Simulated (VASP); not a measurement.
Crystal: HfZrSe3.

```
CELL_PARAMETERS angstrom
3.25000 1.87639 6.30000
-3.25000 1.87639 6.30000
0.00000 -3.75278 6.30000
ATOMIC_POSITIONS crystal
Zr 0.00000 0.00000 0.00000
Zr 0.50000 0.50000 0.50000
Hf 0.33300 0.33300 0.33300
Hf 0.66700 0.66700 0.66700
Se 0.25000 0.58400 0.91700
Se 0.91700 0.25000 0.58400
Se 0.58400 0.91700 0.25000
Se 0.75000 0.41600 0.08300
Se 0.08300 0.75000 0.41600
Se 0.41600 0.08300 0.75000
```

The cell was built by a generator and needn't be a form met in nature.

```yaml
Program: VASP 6.6.1
Task: relaxation of cell and atoms
Functional: PBE
Potentials_or_basis: VASP PAW PBE potentials, release 64 (Zr_sv, Hf_pv, Se)
Cutoff: 520 eV
k_mesh: 3 × 3 × 3
Occupations: gaussian, width 0.15 eV
Spin: no spin polarisation
```

At the start: pressure 4.3 GPa; volume 23.05 Å³/atom.

How do energy, volume and symmetry change on relaxing?

Over 8 steps the energy falls by 21.8 meV/atom and the volume is 23.55 Å³/atom (+2.2 %); space group R-3 (No. 148, to 0.05 Å).

Step by step:
```tsv
step	energy change (eV)	largest force (eV/Å)	pressure (GPa)	volume (Å³)
1	0.0000	0.6713	4.32	230.51
2	0.0359	0.3467	-4.76	251.87
3	-0.1653	0.2551	-0.47	240.27
4	-0.1654	0.2394	-0.43	240.07
5	-0.1889	0.1743	-0.27	238.87
6	-0.2121	0.1246	-0.01	236.25
7	-0.2123	0.1269	-0.02	235.88
8	-0.2177	0.0548	0.14	235.48
```

Final structure:
```xyz
10
Lattice="3.2347 1.8676 6.4967 -3.2347 1.8676 6.4967 0.0000 -3.7351 6.4967" Properties=species:S:1:pos:R:3 pbc="T T T"
Zr    0.0000    0.0000    0.0000
Zr    0.0000    0.0000    9.7451
Hf    0.0000    0.0000    6.5361
Hf    0.0000    0.0000   12.9540
Se   -1.0900   -1.9025   11.3394
Se    2.1927    0.0073   11.3394
Se   -1.1026    1.8953   11.3394
Se    1.0900    1.9025    8.1507
Se   -2.1927   -0.0073    8.1507
Se    1.1026   -1.8953    8.1507
```

Caveat: the k mesh is coarse (spacing up to 0.39 Å⁻¹), so the values aren't converged.
